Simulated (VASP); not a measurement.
An input for Quantum ESPRESSO's pw.x (written as the equivalent of a VASP run, and not itself run):

```
&CONTROL
  calculation = 'vc-relax'
  pseudo_dir = './pseudo'
  outdir = './out'
  tprnfor = .true.
  tstress = .true.
  nstep = 60
  forc_conv_thr = 0.00039
/
&SYSTEM
  ibrav = 0
  nat = 1
  ntyp = 1
  ecutwfc = 62.5
  occupations = 'smearing'
  smearing = 'methfessel-paxton'
  degauss = 0.00735
  input_dft = 'pbe'
  vdw_corr = 'grimme-d3'
  dftd3_version = 3
  dftd3_threebody = .false.
/
&ELECTRONS
  conv_thr = 7.3e-08
  electron_maxstep = 100
/
&IONS
/
&CELL
/
ATOMIC_SPECIES
  Pb 207.200 Pb.upf
CELL_PARAMETERS angstrom
     0.0000000    2.4750000    2.4750000
     2.4750000    0.0000000    2.4750000
     2.4750000    2.4750000    0.0000000
ATOMIC_POSITIONS crystal
  Pb   0.0000000  0.0000000  0.0000000
K_POINTS automatic
  11 11 11 0 0 0
```

Problem. Translate this input to VASP (INCAR, KPOINTS, POSCAR, choice of POTCAR).

Solution. Several could match; the one computed here: 
POSCAR:
```
Pb
1
    0.0000000000     2.4750000000     2.4750000000
    2.4750000000     0.0000000000     2.4750000000
    2.4750000000     2.4750000000     0.0000000000
Pb
1
Direct
  0.0000000000   0.0000000000   0.0000000000
```

### INCAR
```
SYSTEM = Pb
PREC = Accurate
ENCUT = 520
EDIFF = 1E-6
NELM = 100
ALGO = Normal
LREAL = .FALSE.
LASPH = .TRUE.
ISMEAR = 1
SIGMA = 0.1
GGA = PE
IVDW = 11
LMAXMIX = 4
LWAVE = .FALSE.
LCHARG = .FALSE.
IBRION = 2
ISIF = 3
NSW = 60
EDIFFG = -0.01
```

**KPOINTS**
```
Automatic mesh
0
gamma
  11 11 11
0 0 0
```

POTCAR, in this order: Pb_d (PBE.64 set). Program: vasp_std.

Limits of the translation: the potentials are each code's own (VASP's PAW set, PseudoDojo norm-conserving files in pw.x), so ENCUT and ecutwfc are chosen apart and not converted; conv_thr bounds pw.x's estimated SCF error, while EDIFF bounds the energy change between steps; forc_conv_thr acts on force components and is met together with etot_conv_thr.

The compound is Pb in the fcc structure. This run relaxes it. Symmetry was kept, so distortions that lower it aren't found.
